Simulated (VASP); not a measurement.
Input:

```yaml
crystal:
  lattice:
    - [3.50179, 0.00000, 0.00000]
    - [0.00000, 3.50588, 0.00000]
    - [0.00000, 0.00000, 3.61969]
  atoms:
    - { symbol: Al, position: [0.00000, 0.00000, 0.00000] }
    - { symbol: Ni, position: [0.00000, 0.50000, 0.50000], spin: 0.5 }
    - { symbol: Ni, position: [0.50000, 0.00000, 0.50000], spin: 0.5 }
    - { symbol: Ni, position: [0.52316, 0.50000, 0.00000], spin: 0.5 }
```

Calculation: PBE GGA + U (Dudarev), VASP's PBE PAW potentials (set 64) (plane waves; VASP 6.6.1). Run with 400 eV cut-off, 8×8×8 Γ-centred mesh, first-order Methfessel-Paxton smearing of 0.10 eV, potentials Al Ni, U − J: Ni 2.00 eV.

**Question.** Give the force on each atom (eV/Å).

**Answer.** 
| atom | Fx | Fy | Fz |
|---|---|---|---|
| Al1 | 0.364 | 0.000 | 0.000 |
| Ni2 | 0.341 | 0.000 | 0.000 |
| Ni3 | 0.012 | 0.000 | 0.000 |
| Ni4 | -0.718 | 0.000 | 0.000 |

**Question.** Give the stress tensor in GPa (positive for a compressed cell).

**Answer.** 
```
 1.36   0.00   0.00
 0.00   1.40   0.00
 0.00   0.00  -1.93
```
The pressure is its mean diagonal, 0.28 GPa.

The compound is Ni3Al in the L1_2 structure. The cell was not relaxed at this level, atoms are displaced from their ideal sites. The run is one of a series of settings (LDAU = .TRUE., LDAUJ = 0 0, LDAUL = -1 2, LDAUTYPE = 2, LDAUU = 0 2.0 against the base run), some of them coarse on purpose.
